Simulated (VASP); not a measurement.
Output of a VASP run:

OSZICAR:
```
       N       E                     dE             d eps       ncg     rms          rms(c)
DAV:   1     0.476510728013E+03    0.47651E+03   -0.25202E+04   680   0.147E+03
DAV:   2     0.170178372478E+02   -0.45949E+03   -0.44885E+03   874   0.366E+02
DAV:   3    -0.265602541288E+02   -0.43578E+02   -0.43514E+02   910   0.107E+02
DAV:   4    -0.280817580119E+02   -0.15215E+01   -0.15182E+01  1096   0.210E+01
DAV:   5    -0.281778895414E+02   -0.96132E-01   -0.96119E-01  1000   0.342E+00    0.680E+00
DAV:   6    -0.270725003374E+02    0.11054E+01   -0.26641E+00   760   0.562E+00    0.532E+00
DAV:   7    -0.270135052009E+02    0.58995E-01   -0.75873E-01   936   0.305E+00    0.317E+00
DAV:   8    -0.270560396239E+02   -0.42534E-01   -0.13395E-01   936   0.197E+00    0.654E-01
DAV:   9    -0.270558236516E+02    0.21597E-03   -0.16144E-02  1032   0.507E-01    0.248E-01
DAV:  10    -0.270587544747E+02   -0.29308E-02   -0.52732E-03   838   0.336E-01    0.793E-02
DAV:  11    -0.270589591538E+02   -0.20468E-03   -0.77258E-04   992   0.132E-01    0.615E-02
DAV:  12    -0.270589463187E+02    0.12835E-04   -0.38075E-04   966   0.976E-02    0.181E-02
DAV:  13    -0.270589461622E+02    0.15654E-06   -0.42447E-05   854   0.311E-02    0.158E-02
DAV:  14    -0.270589454027E+02    0.75951E-06   -0.72829E-06   766   0.127E-02
   1 F= -.27058945E+02 E0= -.27058945E+02  d E =-.223997E-18
```

File OUTCAR:
```
------------------------ aborting loop because EDIFF is reached ----------------------------------------
  FORCE on cell =-STRESS in cart. coord.  units (eV):
  Direction    XX          YY          ZZ          XY          YZ          ZX
  --------------------------------------------------------------------------------------
  Total       -0.0841810     -0.0841810     -0.0841810      0.0000000     -0.0000000      0.0000000
  in kB       -0.5664378     -0.5664378     -0.5664378      0.0000000     -0.0000000      0.0000000
  external PRESSURE =      -0.5664378 kB  Pullay stress =       0.0000000 kB
  volume of cell :      238.11
      direct lattice vectors                 reciprocal lattice vectors
     6.198083724  0.000000000  0.000000000     0.161340189  0.000000000  0.000000000
     0.000000000  6.198083724  0.000000000     0.000000000  0.161340189  0.000000000
     0.000000000  0.000000000  6.198083724     0.000000000  0.000000000  0.161340189
 POSITION                                       TOTAL-FORCE (eV/Angst)
 -----------------------------------------------------------------------------------
      0.00000      0.00000      0.00000         0.000000      0.000000      0.000000
      3.09904      3.09904      3.09904         0.000000      0.000000      0.000000
      0.00000      0.00000      3.09904         0.000000      0.000000      0.000000
      0.00000      3.09904      0.00000         0.000000      0.000000      0.000000
      3.09904      0.00000      0.00000         0.000000      0.000000      0.000000
      3.09904      3.09904      0.00000         0.000000      0.000000      0.000000
      3.09904      0.00000      3.09904         0.000000      0.000000      0.000000
      0.00000      3.09904      3.09904         0.000000      0.000000      0.000000
 -----------------------------------------------------------------------------------
    total drift:                                0.000000      0.000000      0.000000
  FREE ENERGIE OF THE ION-ELECTRON SYSTEM (eV)
  ---------------------------------------------------
  free  energy   TOTEN  =       -27.0589454027 eV

  energy  without entropy=      -27.0589454027  energy(sigma->0) =      -27.05894540
```
(Selected blocks of OUTCAR.)

File POSCAR:
```
K3LiCl4
1
    6.1980837241     0.0000000000     0.0000000000
   -0.0000000000     6.1980837241     0.0000000000
    0.0000000000    -0.0000000000     6.1980837241
Li Cl K
1 4 3
Direct
  0.0000000000   0.0000000000   0.0000000000
  0.5000000000   0.5000000000   0.5000000000
  0.0000000000   0.0000000000   0.5000000000
  0.0000000000   0.5000000000   0.0000000000
  0.5000000000   0.0000000000   0.0000000000
  0.5000000000   0.5000000000   0.0000000000
  0.5000000000   0.0000000000   0.5000000000
  0.0000000000   0.5000000000   0.5000000000
```

### Question
Reconstruct the remaining input files.

### Answer
One answer among several that fit: the input of the run itself, PBE GGA, plane waves, VASP's PBE PAW potentials (set 64).

File KPOINTS:
```
Automatic
0
G
4 4 4
```

### INCAR
```
SYSTEM = K3LiCl4
PREC = Accurate
ENCUT = 500
EDIFF = 1E-6
NELM = 100
ALGO = Normal
LREAL = .FALSE.
LASPH = .TRUE.
ISMEAR = 0
SIGMA = 0.05
GGA = PE
LWAVE = .FALSE.
LCHARG = .TRUE.
```

POTCAR, in this order: Li_sv Cl K_sv (PBE.64 set). Program: vasp_std.

The structure was generated: K3LiCl4 was put into an ordered model structure (Pm-3m), which need not be its known phase. It was relaxed first, which changed the volume by +10 %.
